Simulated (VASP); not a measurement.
Here is the system:

```
WSi2
1.0
   -1.60648     1.60648     3.90259
    1.60648    -1.60648     3.90259
    1.60648     1.60648    -3.90259
Si W
2 1
Direct
  0.66538   0.66538   0.00000
  0.33462   0.33462   0.00000
  0.00961   0.00961   0.00000
```

These are r2SCAN meta-GGA, VASP's PBE PAW potentials (set 64) (plane waves; VASP) values and carry that method's errors. Settings: 480 eV cut-off, 12×12×12 Γ-centred mesh, first-order Methfessel-Paxton smearing of 0.10 eV, potentials Si W_sv.

Unless said otherwise, spin-orbit coupling is left out, though it shifts the bands of the heavy elements here.

Problem. What does the run give for the energy per atom (σ→0), largest force, band gap (on the k-mesh) with the smallest direct gap where there is one?

Solution. 
- band gap (on the k-mesh) = none (metal, semimetal or under 0.01 eV)
- energy per atom (σ→0) = -23.257 eV/atom
- largest force = 1.157 eV/Å

Only differences to runs with the same potentials and settings are physical.

The compound is WSi2 in the MoSi2 type structure. This cell was strained or had an atom moved on purpose.
